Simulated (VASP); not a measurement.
Computed with LDA (Ceperley-Alder, Perdew-Zunger), VASP's LDA PAW potentials (set 64) (plane waves; VASP 6.6.1).

The input files of a VASP run:

### INCAR
```
! general
SYSTEM  = Ge
PREC    = Accurate
ENCUT   = 400
LREAL   = .FALSE.
LASPH   = .TRUE.

! electronic loop
EDIFF   = 1E-6
NELM    = 100
ALGO    = Normal
LMAXMIX = 4

! smearing
ISMEAR  = 0
SIGMA   = 0.05

! ions
IBRION  = 2
NSW     = 60
ISIF    = 3
EDIFFG  = -0.01

! output
LWAVE   = .FALSE.
LCHARG  = .FALSE.
```

### KPOINTS
```
kpoints
0
gamma
7 7 7
0 0 0
```

**POSCAR**
```
Ge
1
    0.0000000000     2.8079063511     2.8079063511
    2.8079063511     0.0000000000     2.8079063511
    2.8079063511     2.8079063511    -0.0000000000
Ge
2
Direct
  0.5000000000   0.5000000000   0.5000000000
  0.7500000000   0.7500000000   0.7500000000
```

POTCAR, in this order: Ge_d (LDA.64 set). Program: vasp_std.

Output of the run:

### OUTCAR
```
 ion  position               nearest neighbor table
   1  0.500  0.500  0.500-   2 2.43   2 2.43   2 2.43   2 2.43
   2  0.750  0.750  0.750-   1 2.43   1 2.43   1 2.43   1 2.43
  LATTYP: Found a face centered cubic cell.
 ALAT       =     5.6158127022
 Subroutine PRICEL returns:
 Original cell was already a primitive cell.
 Subroutine GETGRP returns: Found 48 space group operations
The static configuration has the point symmetry T_d .
 The point group associated with its full space group is O_h .
The dynamic configuration has the point symmetry T_d .
 Subroutine INISYM returns: Found 48 space group operations
 Subroutine IBZKPT returns following result:
 Found     20 irreducible k-points:

 Following reciprocal coordinates:
            Coordinates               Weight
  0.000000  0.000000  0.000000      1.000000
  0.142857  0.000000  0.000000      8.000000
  0.285714  0.000000  0.000000      8.000000
  0.428571  0.000000  0.000000      8.000000
  0.142857  0.142857  0.000000      6.000000
  0.285714  0.142857  0.000000     24.000000
  0.428571  0.142857  0.000000     24.000000
 -0.428571  0.142857  0.000000     24.000000
...
```

**OSZICAR**
```
       N       E                     dE             d eps       ncg     rms          rms(c)
DAV:   1     0.151707539324E+03    0.15171E+03   -0.13584E+04   746   0.369E+03
DAV:   2     0.844228582572E+01   -0.14327E+03   -0.14121E+03   720   0.472E+02
DAV:   3    -0.999731589328E+01   -0.18440E+02   -0.18300E+02   794   0.137E+02
DAV:   4    -0.105467485589E+02   -0.54943E+00   -0.54833E+00   816   0.280E+01
DAV:   5    -0.105553308435E+02   -0.85823E-02   -0.85794E-02   814   0.356E+00    0.341E+00
DAV:   6    -0.104313580268E+02    0.12397E+00   -0.46394E-02   756   0.186E+00    0.196E+00
DAV:   7    -0.103682903967E+02    0.63068E-01   -0.10111E-01   758   0.234E+00    0.142E-01
DAV:   8    -0.103689378711E+02   -0.64747E-03   -0.51628E-03   800   0.884E-01    0.493E-02
DAV:   9    -0.103689692447E+02   -0.31374E-04   -0.10605E-04   824   0.113E-01    0.159E-02
DAV:  10    -0.103689655010E+02    0.37437E-05   -0.11891E-05   912   0.555E-02    0.496E-03
DAV:  11    -0.103689653518E+02    0.14924E-06   -0.11462E-06   502   0.855E-03
   1 F= -.10368965E+02 E0= -.10368871E+02  d E =-.103690E+02
```

### OUTCAR
```
------------------------ aborting loop because EDIFF is reached ----------------------------------------
  FORCE on cell =-STRESS in cart. coord.  units (eV):
  Direction    XX          YY          ZZ          XY          YZ          ZX
  --------------------------------------------------------------------------------------
  Total        0.0035901      0.0035901      0.0035901      0.0000000      0.0000000      0.0000000
  in kB        0.1299090      0.1299090      0.1299090      0.0000000      0.0000000      0.0000000
  external PRESSURE =       0.1299090 kB  Pullay stress =       0.0000000 kB
  volume of cell :       44.28
      direct lattice vectors                 reciprocal lattice vectors
     0.000000000  2.807906351  2.807906351    -0.178068617  0.178068617  0.178068617
     2.807906351  0.000000000  2.807906351     0.178068617 -0.178068617  0.178068617
     2.807906351  2.807906351  0.000000000     0.178068617  0.178068617 -0.178068617
 POSITION                                       TOTAL-FORCE (eV/Angst)
 -----------------------------------------------------------------------------------
      2.80791      2.80791      2.80791         0.000000      0.000000      0.000000
      4.21186      4.21186      4.21186        -0.000000     -0.000000     -0.000000
 -----------------------------------------------------------------------------------
    total drift:                                0.000000      0.000000      0.000000
  FREE ENERGIE OF THE ION-ELECTRON SYSTEM (eV)
  ---------------------------------------------------
  free  energy   TOTEN  =       -10.3689653518 eV

  energy  without entropy=      -10.3687775661  energy(sigma->0) =      -10.36887146

 reached required accuracy - stopping structural energy minimisation
```
(Selected blocks of OUTCAR.)

The structure comes from a computed database's Ge entry (Fd-3m); how it stands against other phases isn't given here. It was relaxed first. The start is the result of an earlier pass.
